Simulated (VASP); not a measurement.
A cell of Hf (hcp) near equilibrium:

```yaml
crystal:
  lattice:
    - [1.57850, -2.73405, 0.00000]
    - [1.57850, 2.73405, 0.00000]
    - [0.00000, 0.00000, 4.99157]
  atoms:
    - { symbol: Hf, position: [0.33333, 0.66667, 0.25000] }
    - { symbol: Hf, position: [0.66667, 0.33333, 0.75000] }
```

Calculation: PBEsol GGA, VASP's PBE PAW potentials (set 64) (plane waves; VASP 6.6.1).

```json
[
 {"run": "as it is", "ΔE (meV/atom)": "0.0", "σxx": "-0.18", "σyy": "-0.18", "σzz": "0.12", "largest shear component, with its sign (GPa)": "0.00", "largest force (eV/Å)": "0.000"},
 {"run": "after one change", "ΔE (meV/atom)": "1.1", "σxx": "0.57", "σyy": "1.81", "σzz": "0.83", "largest shear component, with its sign (GPa)": "0.00", "largest force (eV/Å)": "0.028"}
]
```
Stress is in GPa, positive when the cell is compressed.

Which change was made?
A. uniaxial strain of -1.0 % along z
B. isotropic strain of +0.5 %
C. uniaxial strain of -1.0 % along y
D. atom 1 (Hf) moved by 0.075 Å along x

C, uniaxial strain of -1.0 % along y

The compound is Hf in the hcp structure.
